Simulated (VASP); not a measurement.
Input of a VASP 6.6.1 run:

Contents of INCAR:

```
  ALGO = Normal
  EDIFF = 1E-7
  ENCUT = 520
  GGA = PE
  ISIF = 2
  ISMEAR = 1
  LASPH = T
  LCHARG = F
  LREAL = F
  LWAVE = F
  NBANDS = 31
  NELM = 60
  PREC = Accurate
  SIGMA = 0.0229
```

Contents of KPOINTS:

```
k-points
0
Gamma
  7 7 7
```

Contents of POSCAR:

```
La2RuN2
1.0
    0.0000000000      3.8026528280      0.0000000000
    3.8026528280      0.0000000000      0.0000000000
    1.9013264140      1.9013264140     -6.2498677453
Ru La N
1 2 2
Direct
    0.0000000000      0.0000000000      0.0000000000
    0.3556043310      0.3556043310      0.2887913381
    0.6443956690      0.6443956690      0.7112086619
    0.1555718761      0.1555718761      0.6888562477
    0.8444281239      0.8444281239      0.3111437523
```

Potentials or basis: VASP PAW PBE potentials, release 64 (Ru_pv, La, N).

Command:

```sh
$ cat potpaw_PBE.64/Ru_pv/POTCAR potpaw_PBE.64/La/POTCAR potpaw_PBE.64/N/POTCAR > POTCAR
$ mpirun -np 1 vasp_std > vasp.out
```

(1) Predict the largest force.

(2) What does it give for the pressure?

(3) Estimate the band gap on the k mesh.

Results:

(1) 0.015 eV/Å.

(2) -0.2 GPa.

(3) none (metal or under the smearing width).
